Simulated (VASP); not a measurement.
Data:

```xyz
2
Lattice="2.5704 0.0000 0.0000 0.0000 2.5704 0.0000 0.0000 0.0000 2.5704" Properties=species:S:1:pos:R:3 pbc="T T T"
Co     0.0000     0.0000     0.0000
O      1.2852     1.2852     1.2852
```
Starting moments (μB, in the order of the record's atoms Co O): 2.5 0.5.

All values below come from PBEsol GGA, VASP's PBE PAW potentials (set 64) (plane waves; VASP). Numerical set-up: 520 eV cut-off, Gaussian smearing of 0.050 eV, potentials Co O.

The moments were started parallel, and other spin orders were not tried in this run.

**Question.** What does the run give for the cell moment, band gap (along the path) with the smallest direct gap where there is one?

**Answer.** 
```
Item                                                          Value
-------------------------  ----------------------------------------
band gap (along the path)  none (metal, semimetal or under 0.01 eV)
cell moment                                                 3.00 μB
```

The structure was generated: CoO was put into the CsCl type type (Pm-3m), which need not be its known phase. It was relaxed first, which changed the volume by +9 %.
